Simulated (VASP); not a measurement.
Data:

```yaml
crystal:
  lattice:
    - [3.35720, 1.93828, 6.13700]
    - [-3.35720, 1.93828, 6.13700]
    - [0.00000, -3.87656, 6.13700]
  atoms:
    - { symbol: As, position: [0.34069, 0.34069, 0.34069] }
    - { symbol: As, position: [0.15931, 0.15931, 0.15931] }
    - { symbol: As, position: [0.65931, 0.65931, 0.65931] }
    - { symbol: As, position: [0.84069, 0.84069, 0.84069] }
    - { symbol: Se, position: [0.55433, 0.94567, 0.25000] }
    - { symbol: Se, position: [0.25000, 0.55433, 0.94567] }
    - { symbol: Se, position: [0.94567, 0.25000, 0.55433] }
    - { symbol: Se, position: [0.44567, 0.05433, 0.75000] }
    - { symbol: Se, position: [0.75000, 0.44567, 0.05433] }
    - { symbol: Se, position: [0.05433, 0.75000, 0.44567] }
```

Calculation: PBEsol GGA, VASP's PBE PAW potentials (set 64) (plane waves; VASP). Numerical set-up: 400 eV cut-off, 6×6×6 Γ-centred mesh, tetrahedra with Blöchl corrections, potentials As Se.

The cores are frozen, which limits the accuracy of field gradients.

Problem. Give the principal components of the electric field gradient (V/Å²) and the asymmetry η at each nucleus.

Solution. 
```tsv
atom	Vxx	Vyy	Vzz	η
As1	3.5	3.5	-7.0	0.00
As2	3.5	3.5	-7.0	0.00
As3	3.5	3.5	-7.0	0.00
As4	3.5	3.5	-7.0	0.00
Se5	106.7	102.7	-209.4	0.02
Se6	106.7	102.7	-209.4	0.02
Se7	106.7	102.7	-209.4	0.02
Se8	106.7	102.7	-209.4	0.02
Se9	106.7	102.7	-209.4	0.02
Se10	106.7	102.7	-209.4	0.02
```

The structure was generated: As2Se3 was put into the corundum type (R-3c), which need not be its known phase. It was relaxed first, which changed the volume by +15 %.
